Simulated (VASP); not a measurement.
Input of a VASP 6.6.1 run:

The input INCAR:

```
SYSTEM = SbW2
PREC = Accurate ; ENCUT = 600
EDIFF = 1E-6 ; ISMEAR = 1
SIGMA = 0.1 ; LREAL = .False.
LASPH = .True. ; NELM = 80
ALGO = Fast ; ISIF = 3
LWAVE = .False. ; LCHARG = .False.
GGA = PE ; IBRION = 2
NSW = 40 ; EDIFFG = -0.005
```

Contents of KPOINTS:

```
Automatic mesh
0
Gamma
  7 7 7
  0 0 0
```

The input POSCAR:

```
SbW2
1.0
    0.0000000000      3.1330100000      3.1330100000
    3.1330100000      0.0000000000      3.1330100000
    3.1330100000      3.1330100000      0.0000000000
Sb W
1 2
Direct
    0.5000000000      0.5000000000      0.5000000000
    0.2500000000      0.2500000000      0.2500000000
    0.7500000000      0.7500000000      0.7500000000
```

Potentials or basis: VASP PAW PBE potentials, release 64 (Sb, W_sv).

Command:

```sh
$ cat potpaw_PBE.64/Sb/POTCAR potpaw_PBE.64/W_sv/POTCAR > POTCAR
$ mpirun -np 1 vasp_std > vasp.out
```

Question: Estimate the relaxed volume.

Answer: 20.52 Å³/atom.

Question: What does it give for the space group after relaxing (to 0.05 Å)?

Answer: Fm-3m (No. 225).

Question: What does it give for the relaxed cell?

Answer: a = 4.432 Å, b = 4.432 Å, c = 4.432 Å, α = 60.00°, β = 60.00°, γ = 60.00°.

Final structure:
```xyz
3
Lattice="0.0000 3.1339 3.1339 3.1339 0.0000 3.1339 3.1339 3.1339 0.0000" Properties=species:S:1:pos:R:3 pbc="T T T"
Sb    3.1339    3.1339    3.1339
W     1.5670    1.5670    1.5670
W     4.7009    4.7009    4.7009
```

Caveat: the bands computed are all filled at some k points, so no gap is given. Spin-orbit coupling is left out, which matters for the levels of Sb, W.
